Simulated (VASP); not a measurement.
Given:

```
CELL_PARAMETERS angstrom
      0.00000     3.28823     3.28823
      3.28823     0.00000     3.28823
      3.28823     3.28823     0.00000
ATOMIC_POSITIONS crystal
  Ba 0.00000 0.00000 0.00000
  S  0.50000 0.50000 0.50000
```

These are PW91 GGA, VASP's PBE PAW potentials (set 64) (plane waves; VASP 6.6.1) values and carry that method's errors. Settings: 520 eV cut-off, 7×7×7 Γ-centred mesh, Gaussian smearing of 0.050 eV, potentials Ba_sv S.

### Question
Predict the energy per atom (σ→0), pressure.

### Answer

energy per atom (σ→0): -5.135 eV/atom
pressure: -21.4 kbar

Total energies compare only between runs with the same potentials, cut-off and functional.

The compound is BaS in the rock salt structure. This cell is one point of a volume scan, at 1.06 of the reference volume.
